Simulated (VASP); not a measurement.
Runs of VASP 6.6.1 on HfB. Symmetry: Fm-3m, No. 225, cubic system. Conventional cell: a = 4.620 Å, b = 4.620 Å, c = 4.620 Å, α = 90.00°, β = 90.00°, γ = 90.00°. Hf (site symmetry m-3m) has 6 B at 2.31 Å as nearest neighbours. B (site symmetry m-3m) is surrounded by 6 Hf at 2.31 Å. 

| level | gap on the mesh (eV) | pressure (GPa) | relaxed volume (Å³/atom) |
| --- | --- | --- | --- |
| rev-vdW-DF2 | none | 0.0 | (a) |
| r2SCAN | none | 0.0 | (b) |
| optB88-vdW | none | 0.1 | 14.14 |
| vdW-DF-cx | none | 0.0 | 13.90 |
| SCAN | none | 0.0 | 13.81 |

Alike in all rows: task relaxation of cell and atoms; potentials or basis VASP PAW PBE potentials, release 64 (Hf_pv, B); no spin polarisation; cell relaxed; k mesh 10 × 10 × 10; cutoff (eV) 600; smearing fermi-dirac 0.05 eV.

**Question.** Fill in the values left out.

**Answer.** (a) 13.98; (b) 14.04.

Caveats: the PAW data sets were made with another functional, which shifts forces and pressure a little.

A k mesh can miss the band edges, and the runs leave out spin-orbit coupling on Hf.

A gap of «none» marks a metal or a gap under the smearing width.
